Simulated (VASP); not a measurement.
Computed with PBEsol GGA, VASP's PBE PAW potentials (set 64) (plane waves; VASP 6.6.1).

VASP ran on this input.

KPOINTS:
```
K-points
0
gamma
12 12 12
```

**INCAR**
```
# general
SYSTEM  = As
PREC    = Accurate
ENCUT   = 500   # plane-wave cut-off (eV)
LREAL   = .FALSE.   # projection in real space or not
LASPH   = .TRUE.   # aspherical one-centre terms

# electronic loop
EDIFF   = 1E-6
NELM    = 100   # most electronic steps
ALGO    = Normal   # blocked Davidson
LMAXMIX = 4   # l cut-off of mixed one-centre charges

# smearing
ISMEAR  = 1   # Methfessel-Paxton
SIGMA   = 0.1   # width (eV)

# functional
GGA     = PS

# ions
IBRION  = 2
NSW     = 40   # most ionic steps
ISIF    = 3   # ions, shape and volume
EDIFFG  = -0.02   # ionic stop
PSTRESS = 100

# output
LWAVE   = .FALSE.
LCHARG  = .FALSE.
```

POSCAR:
```
As
1
    3.3845324621    -1.8679934768    -0.0840537317
    3.3845324621     1.8679934768    -0.0840537317
    2.4303256116     0.0000000000     3.0074973164
As
2
Direct
  0.2339399791   0.2339399791   0.2339399792
  0.7660600209   0.7660600209   0.7660600208
```

POTCAR, in this order: As (PBE.64 set). Program: vasp_std.

What VASP printed:

**OSZICAR**
```
       N       E                     dE             d eps       ncg     rms          rms(c)
DAV:   1     0.283131052536E+02    0.28313E+02   -0.43297E+03  3402   0.907E+02
DAV:   2    -0.909789611366E+01   -0.37411E+02   -0.36469E+02  5252   0.123E+02
DAV:   3    -0.101969636246E+02   -0.10991E+01   -0.10930E+01  3986   0.251E+01
DAV:   4    -0.102025652502E+02   -0.56016E-02   -0.56025E-02  4331   0.177E+00
DAV:   5    -0.102025790038E+02   -0.13754E-04   -0.13753E-04  3880   0.712E-02    0.361E+00
DAV:   6    -0.101850402335E+02    0.17539E-01   -0.40365E-03  3778   0.466E-01    0.215E+00
DAV:   7    -0.101752596908E+02    0.97805E-02   -0.88388E-03  3699   0.711E-01    0.673E-02
DAV:   8    -0.101752881781E+02   -0.28487E-04   -0.12452E-04  3582   0.913E-02    0.183E-02
DAV:   9    -0.101752958231E+02   -0.76449E-05   -0.13104E-05  4303   0.292E-02    0.706E-03
DAV:  10    -0.101752953676E+02    0.45547E-06   -0.11836E-06  2057   0.730E-03
   1 F= -.77541097E+01 E0= -.77541684E+01  d E =-.775411E+01
       N       E                     dE             d eps       ncg     rms          rms(c)
DAV:   1    -0.100790696731E+02    0.96226E-01   -0.34385E+00  3658   0.115E+01    0.176E+00
DAV:   2    -0.100005720148E+02    0.78498E-01   -0.62545E-02  3661   0.190E+00    0.942E-01
DAV:   3    -0.996610192858E+01    0.34470E-01   -0.78224E-02  3658   0.164E+00    0.239E-01
DAV:   4    -0.996603276751E+01    0.69161E-04   -0.51436E-04  3699   0.203E-01    0.148E-01
DAV:   5    -0.996598525904E+01    0.47508E-04   -0.98731E-05  4026   0.746E-02    0.359E-02
DAV:   6    -0.996598391616E+01    0.13429E-05   -0.76682E-06  3594   0.217E-02    0.472E-03
DAV:   7    -0.996598364488E+01    0.27128E-06   -0.21111E-07  1759   0.333E-03
   2 F= -.77500349E+01 E0= -.77500234E+01  d E =0.407485E-02
       N       E                     dE             d eps       ncg     rms          rms(c)
DAV:   1    -0.101296036150E+02   -0.16362E+00   -0.86643E-01  3699   0.555E+00    0.852E-01
DAV:   2    -0.101091170393E+02    0.20487E-01   -0.16971E-02  3628   0.100E+00    0.474E-01
DAV:   3    -0.101001327051E+02    0.89843E-02   -0.20806E-02  3714   0.839E-01    0.946E-02
DAV:   4    -0.101001151781E+02    0.17527E-04   -0.13338E-04  3586   0.104E-01    0.625E-02
DAV:   5    -0.101001033402E+02    0.11838E-04   -0.23499E-05  3976   0.367E-02    0.154E-02
DAV:   6    -0.101001038796E+02   -0.53933E-06   -0.21675E-06  3352   0.115E-02
   3 F= -.77806078E+01 E0= -.77806672E+01  d E =-.264980E-01
       N       E                     dE             d eps       ncg     rms          rms(c)
DAV:   1    -0.100935271157E+02    0.65762E-02   -0.17622E-01  3458   0.257E+00    0.139E-01
DAV:   2    -0.100935143763E+02    0.12739E-04   -0.46459E-03  3774   0.550E-01    0.680E-02
DAV:   3    -0.100933060624E+02    0.20831E-03   -0.46585E-04  3998   0.129E-01    0.168E-02
DAV:   4    -0.100933043685E+02    0.16938E-05   -0.98276E-06  4201   0.241E-02    0.129E-02
DAV:   5    -0.100933037843E+02    0.58420E-06   -0.13333E-06  2137   0.805E-03
   4 F= -.77849832E+01 E0= -.77850326E+01  d E =-.437540E-02
       N       E                     dE             d eps       ncg     rms          rms(c)
DAV:   1    -0.100798223453E+02    0.13482E-01   -0.35703E-01  3482   0.366E+00    0.201E-01
DAV:   2    -0.100797851743E+02    0.37171E-04   -0.93746E-03  3759   0.785E-01    0.974E-02
DAV:   3    -0.100793622676E+02    0.42291E-03   -0.94777E-04  3938   0.185E-01    0.249E-02
DAV:   4    -0.100793591001E+02    0.31675E-05   -0.20081E-05  4199   0.349E-02    0.190E-02
DAV:   5    -0.100793581375E+02    0.96261E-06   -0.29368E-06  3439   0.118E-02
   5 F= -.77869675E+01 E0= -.77869545E+01  d E =-.635970E-02
       N       E                     dE             d eps       ncg     rms          rms(c)
DAV:   1    -0.100801412942E+02   -0.78219E-03   -0.85071E-04  3478   0.178E-01    0.102E-02
DAV:   2    -0.100801411703E+02    0.12397E-06   -0.22061E-05  3791   0.380E-02    0.500E-03
DAV:   3    -0.100801401123E+02    0.10580E-05   -0.20550E-06  2717   0.871E-03    0.943E-04
DAV:   4    -0.100801401083E+02    0.39722E-08   -0.99468E-08  1707   0.248E-03
   6 F= -.77869727E+01 E0= -.77869602E+01  d E =-.636496E-02
       N       E                     dE             d eps       ncg     rms          rms(c)
DAV:   1    -0.100787246849E+02    0.14154E-02   -0.19273E-02  3548   0.830E-01    0.627E-02
DAV:   2    -0.100786662778E+02    0.58407E-04   -0.49035E-04  3656   0.165E-01    0.353E-02
DAV:   3    -0.100786349015E+02    0.31376E-04   -0.12059E-04  4313   0.687E-02    0.703E-03
DAV:   4    -0.100786351189E+02   -0.21737E-06   -0.81002E-06  3524   0.231E-02
   7 F= -.77874725E+01 E0= -.77874863E+01  d E =-.499759E-03
```

OUTCAR:
```
------------------------ aborting loop because EDIFF is reached ----------------------------------------
  FORCE on cell =-STRESS in cart. coord.  units (eV):
  Direction    XX          YY          ZZ          XY          YZ          ZX
  --------------------------------------------------------------------------------------
  Total        2.2553613      2.3262066      2.3194573      0.0000000      0.0000000     -0.0218666
  in kB       98.4374183    101.5295271    101.2349465      0.0000000      0.0000000     -0.9543905
  external PRESSURE =       0.4006307 kB  Pullay stress =     100.0000000 kB
  volume of cell :       36.71
      direct lattice vectors                 reciprocal lattice vectors
     3.291430513 -1.844113121 -0.098360574     0.148382527 -0.271133042 -0.118027204
     3.291430513  1.844113121 -0.098360574     0.148382527  0.271133042 -0.118027204
     2.349422153  0.000000000  2.953668169     0.009882620  0.000000000  0.330701181
 POSITION                                       TOTAL-FORCE (eV/Angst)
 -----------------------------------------------------------------------------------
      2.11264      0.00000      0.65207        -0.007714     -0.000000     -0.002381
      6.81964      0.00000      2.10488         0.007714      0.000000      0.002381
 -----------------------------------------------------------------------------------
    total drift:                                0.000000      0.000000      0.000000
  FREE ENERGIE OF THE ION-ELECTRON SYSTEM (eV)
  ---------------------------------------------------
  free  energy   TOTEN  =       -10.0786351189 eV

  energy  without entropy=      -10.0786766384  energy(sigma->0) =      -10.07864896
  enthalpy is  TOTEN    =        -7.7874724966 eV   P V=        2.2911626223

 reached required accuracy - stopping structural energy minimisation
```
(Selected blocks of OUTCAR.)

CONTCAR:
```
As
   1.00000000000000
     3.2914305127187946   -1.8441131212834656   -0.0983605739730742
     3.2914305127187946    1.8441131212834656   -0.0983605739730742
     2.3494221528106576    0.0000000000000000    2.9536681686247084
  As
     2
Direct
     0.2365173975567907    0.2365173975567907    0.2365173976945761
     0.7634826024432092    0.7634826024432092    0.7634826023054236
```

Energy and stress use the plane-wave basis of the starting cell.

The compound is As in the a7 structure. This run relaxes it under an external pressure of 10 GPa. Symmetry was kept, so distortions that lower it aren't found.
